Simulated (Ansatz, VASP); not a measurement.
# Si in VASP and in Ansatz

```
Si
1.0
     0.00000    2.73505    2.73505
     2.73505    0.00000    2.73505
     2.73505    2.73505    0.00000
Si
2
Direct
  0.75000 0.75000 0.75000
  0.50000 0.50000 0.50000
```

Alike in both runs: task single point; functional PBE; k mesh 8 × 8 × 8; occupations gaussian, width 0.02 eV; no spin polarisation.

```csv
,VASP,Ansatz
version,VASP 6.6.1,Ansatz 0.2.0
potentials or method,"VASP PAW PBE potentials, release 64 (Si)","scalar-relativistic, plane waves, PAW"
plane-wave cutoff (eV),520,420
valence electrons in the cell,8,8
```

VASP gave:

| Item | Value |
| --- | --- |
| gap on the k mesh at the Fermi level (eV) | 0.65 |
| least direct gap on the mesh (eV) | 2.56 |
| pressure (GPa) | -0.1 |

Task: Which values does Ansatz return?

Result: gap on the k mesh at the Fermi level (eV): 0.65; least direct gap on the mesh (eV): 2.55; pressure (GPa): 0.0.

A k mesh can miss the band edges. A hybrid or GW would open this gap; PBE tends to underestimate it.
